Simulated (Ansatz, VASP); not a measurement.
**Al2GaP3: VASP beside Ansatz**

```xyz
6
Lattice="3.1401 0.0000 0.0000 0.0000 3.1401 0.0000 0.0000 0.0000 9.5620" Properties=species:S:1:pos:R:3 pbc="T T T"
Al    0.0000    0.0000    3.1809
Al    0.0000    0.0000    6.3811
Ga    0.0000    0.0000    0.0000
P     1.5700    1.5700    1.7737
P     1.5700    1.5700    4.7810
P     1.5700    1.5700    7.7883
```

Change from the starting cell: species swapped into the Mg3HgAu2 type (P4/mmm, No. 123).

Alike in both runs: functional PBE; k mesh 6 × 6 × 2; occupations gaussian, width 0.1 eV; no spin polarisation.

Ansatz relaxed the structure, and its values are those at the end. VASP's run is a single point on that final structure, the one shown.

|  | VASP | Ansatz |
| --- | --- | --- |
| version | VASP 6.6.1 | Ansatz 0.2.0 |
| potentials or method | VASP PAW PBE potentials, release 64 (Al, Ga_d, P) | scalar-relativistic, plane waves, PAW |
| plane-wave cutoff (eV) | 520 | 420 |
| valence electrons in the cell | 34 | 34 |

|  | VASP | Ansatz | Ansatz less VASP |
| --- | --- | --- | --- |
| gap on the k mesh at the Fermi level (eV) | none | none | - |
| pressure (GPa) | -0.2 | -0.1 | +0.04 |
| rms of the force components (eV/Å) | 0.014 | 0.012 | -0.0024 |

A gap of «none» marks a metal or a gap that the smearing closes.
